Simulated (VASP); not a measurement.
Method: PBEsol GGA, VASP's PBE PAW potentials (set 64) (plane waves; VASP).

The input files of a VASP run:

### INCAR
```
LASPH  =  .TRUE.   ! aspherical one-centre terms
GGA  =  PS
SIGMA  =  0.1   ! width (eV)
LREAL  =  .FALSE.
SYSTEM  =  Pr
EDIFF  =  1E-7   ! SCF stop (eV)
NELM  =  100   ! most electronic steps
ISIF  =  2   ! forces and stress, cell fixed
LMAXMIX  =  6   ! l cut-off of mixed one-centre charges
ENCUT  =  480
LCHARG  =  .FALSE.
ALGO  =  Normal
PREC  =  Accurate
ISMEAR  =  1   ! Methfessel-Paxton
LWAVE  =  .FALSE.
```

**POSCAR**
```
Pr
1
    3.6540649835     0.0000000000     0.0000000000
   -1.8270324918     3.1486908304     0.0000000000
    0.0000000000     0.0000000000    11.7881732661
Pr
4
Direct
  0.0000000000   0.0000000000   0.0000000000
  0.0000000000   0.0000000000   0.5000000000
  0.3333330000   0.6666670000   0.2500000000
  0.6666670000   0.3333330000   0.7500000000
```

File KPOINTS:
```
Automatic mesh
0
G
10 10 4
0 0 0
```

POTCAR, in this order: Pr_3 (PBE.64 set). Program: vasp_std.

Task: What will the output report for the number of irreducible k-points (NKPTS), number of bands (NBANDS), largest plane-wave count, number of space-group operations, FFT grid (NGX, NGY, NGZ)?

Result: 
| Item | Result |
|---|---|
| number of irreducible k-points (NKPTS) | 93 |
| number of bands (NBANDS) | 26 |
| largest plane-wave count | 3295 |
| number of space-group operations | 8 |
| FFT grid (NGX, NGY, NGZ) | 28 × 28 × 84 |

The structure comes from a computed database's Pr entry (P6_3/mmc); how it stands against other phases isn't given here. This cell was strained or had an atom moved on purpose. The 4f electrons are frozen in the core of the lanthanide potential, so 4f levels, which can set the real gap, and their magnetism are missing.
